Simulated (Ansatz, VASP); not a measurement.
## CaZn: VASP beside Ansatz

INCAR

```
SYSTEM = CaZn
ALGO     = Normal         ! electronic algorithm
EDIFF    = 1E-7           ! SCF threshold, eV
ENCUT    = 520            ! plane-wave cutoff, eV
GGA      = CA             ! functional
ISIF     = 2              ! what is computed and relaxed
ISMEAR   = 0              ! smearing method
LASPH    = .True.         ! aspherical terms in the spheres
LCHARG   = .True.         ! write CHGCAR
LELF     = .True.         ! ELF
LREAL    = .False.        ! projectors in reciprocal space
LVHAR    = .True.       
LWAVE    = .False.        ! write WAVECAR
NBANDS   = 18             ! bands
NELM     = 60             ! most SCF steps
PREC     = Accurate       ! precision mode
SIGMA    = 0.15           ! smearing width, eV
```

KPOINTS

```
k-points
0
Gamma
  14 14 14
  0 0 0
```

File POSCAR:

```
CaZn
1.0
    3.6486837200      0.0000000000      0.0000000000
    0.0000000000      3.6486837200      0.0000000000
    0.0000000000      0.0000000000      3.6486837200
Ca Zn
1 1
Direct
    0.0000000000      0.0000000000      0.0000000000
    0.5000000000      0.5000000000      0.5000000000
```

Input for Ansatz:

```yaml
crystal:
  lattice:
    - [3.64868372, 0.0, 0.0]
    - [0.0, 3.64868372, 0.0]
    - [0.0, 0.0, 3.64868372]
  atoms:
    - { symbol: Ca, position: [0.0, 0.0, 0.0] }
    - { symbol: Zn, position: [0.5, 0.5, 0.5] }
basis:
  ecutwfc: 420
kpoints:
  mp_grid: { grid: [14, 14, 14] }
hamiltonian:
  xc: lda
scf:
  occupations: { method: gaussian, width: 0.15 }
output:
  forces: true
  stress: true
  eigenvalues: true
```

The cell comes from a database or a generator and needn't be the stable form of this composition.

Alike in both runs: task single point; functional LDA; k mesh 14 × 14 × 14; occupations gaussian, width 0.15 eV; no spin polarisation.

|  | VASP | Ansatz |
| --- | --- | --- |
| version | VASP 6.6.1 | Ansatz 0.2.0 |
| potentials or method | VASP PAW LDA potentials, release 64 (Ca_sv, Zn) | scalar-relativistic, plane waves, PAW |
| plane-wave cutoff (eV) | 520 | 420 |
| valence electrons in the cell | 22 | 22 |

Ansatz gave:

- gap on the k mesh at the Fermi level (eV): none
- pressure (GPa): -3.1

Q: Which values does VASP return?

A: gap on the k mesh at the Fermi level (eV): none; pressure (GPa): -2.9.

A gap of «none» marks a metal or a gap that the smearing closes.
